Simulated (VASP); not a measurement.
Energy against volume of Hf (hcp). All values below come from RPBE GGA, VASP's PBE PAW potentials (set 64) (plane waves; VASP 6.6.1). Run with 520 eV cut-off, 13×13×7 Γ-centred mesh, first-order Methfessel-Paxton smearing of 0.10 eV, potentials Hf_pv.

Shape and ions are relaxed at each volume.

```tsv
V (Å³/atom)	E (eV/atom)
22.362	-9.49970
23.053	-9.50660
23.745	-9.50000
24.436	-9.48169
```

Problem. Fit these four points and predict the energy of the run at 21.670 Å³/atom.

Solution. A cubic in V^(−2/3), the third-order Birch-Murnaghan form, passes through the four points with V0 = 23.04 Å³/atom and B0 = 104 GPa, and gives -9.4772 eV/atom there. The run gave -9.4774 eV/atom, -0.1 meV/atom from the fit; all five points give B0 = 104 GPa.

The compound is Hf in the hcp structure. It was relaxed first.
